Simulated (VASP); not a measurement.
Consider the following.

```
Se
1.0
    2.19462    -3.80119     0.00000
    2.19462     3.80119     0.00000
    0.00000     0.00000     5.09526
Se
3
Direct
  0.00000   0.22782   0.66667
  0.77218   0.77218   0.00000
  0.22782   0.00000   0.33333
```

All values below come from revTPSS meta-GGA, VASP's PBE PAW potentials (set 64) (plane waves; VASP). Run with 520 eV cut-off, 6×6×5 Γ-centred mesh, Gaussian smearing of 0.050 eV, potentials Se.

Without a dispersion term in the relaxation, distances and binding between the weakly bound layers, chains or molecules are unreliable, and so is what depends on them.

### Question
The ions and cell shape at fixed volume are relaxed. Predict the relaxed structure.

### Answer

```
Se
1.0
    2.20995    -3.82774     0.00000
    2.20995     3.82774     0.00000
    0.00000     0.00000     5.02482
Se
3
Direct
  0.00000   0.22371   0.66667
  0.77629   0.77629   0.00000
  0.22371   0.00000   0.33333
```
Space group P3_121 (152), at a tolerance of 0.03 Å.

### Question
How much energy does the relaxation gain?

### Answer
The energy (σ→0) changes by -3.8 meV/atom, in 6 ionic steps.

| step | E(σ→0) (eV) | max force (eV/Å) | pressure (GPa) | volume (Å³) |
|---|---|---|---|---|
| 1 | 12.0722 | 0.277 | -1.60 | 85.01 |
| 2 | 12.0628 | 0.082 | -0.76 | 85.01 |
| 3 | 12.0615 | 0.016 | -0.35 | 85.01 |
| 4 | 12.0615 | 0.024 | -0.32 | 85.01 |
| 5 | 12.0611 | 0.015 | -0.29 | 85.01 |
| 6 | 12.0609 | 0.001 | -0.25 | 85.01 |

The compound is Se in the trig structure. This cell is one point of a volume scan, at 1.03 of the reference volume. Symmetry was kept, so distortions that lower it aren't found.
